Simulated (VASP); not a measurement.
Consider the following.

```yaml
crystal:
  lattice:
    - [4.30874, 0.00000, 0.00000]
    - [0.00000, 4.30874, 0.00000]
    - [0.00000, 0.00000, 4.30874]
  atoms:
    - { symbol: Cs, position: [0.00000, 0.00000, 0.00000] }
    - { symbol: Br, position: [0.50000, 0.50000, 0.50000] }
```

Computed with SCAN meta-GGA, VASP's PBE PAW potentials (set 64) (plane waves; VASP 6.6.1). Numerical set-up: 520 eV cut-off, 6×6×6 Γ-centred mesh, Gaussian smearing of 0.050 eV, potentials Cs_sv Br.

Q: Give the energy at these volumes per atom, relative to the lowest: 37.55, 38.75, 39.95, 41.14, 42.34 Å³.

A: 8.6, 2.1, 0.0, 1.6, 6.3 meV/atom. A third-order Birch-Murnaghan fit gives B0 = 16.5 GPa and B0′ = 4.5.

The compound is CsBr in the CsCl type structure. It was relaxed first.
